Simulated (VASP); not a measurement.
Input of a VASP 6.6.1 run:

Contents of INCAR:

```
ALGO = Normal ; EDIFF = 1E-7
EDIFFG = -0.005 ; ENCUT = 600
GGA = PE ; IBRION = 2
ISIF = 3 ; ISMEAR = 1
LASPH = T ; LCHARG = F
LREAL = F ; LWAVE = F
NELM = 80 ; NSW = 90
PREC = Accurate ; SIGMA = 0.1
```

File KPOINTS:

```
k-points
0
Gamma
  14 14 14
```

Contents of POSCAR:

```
TiC                                     
1.0
   -0.0000000000      2.1667845988      2.1667845988
    2.1667845988      0.0000000000      2.1667845988
    2.1667845988      2.1667845988      0.0000000000
  Ti              C             
     1     1
Direct
     0.0000000000000000    0.0000000000000000    0.0000000000000000
     0.5000000000000000    0.5000000000000000    0.5000000000000000
```

Potentials or basis: VASP PAW PBE potentials, release 64 (Ti_sv, C).

The run is started by

```console
$ cat potpaw_PBE.64/Ti_sv/POTCAR potpaw_PBE.64/C/POTCAR > POTCAR
$ mpirun -np 1 vasp_std > vasp.out
```

Estimate the band gap on the k mesh.

none (metal or under the smearing width).

Final structure:
```
Ti C
1.0
     0.00000    2.16678    2.16678
     2.16678    0.00000    2.16678
     2.16678    2.16678    0.00000
Ti C
1 1
Direct
  0.00000 0.00000 0.00000
  0.50000 0.50000 0.50000
```

Caveat: the relaxation stopped at its first step, so nothing moved.
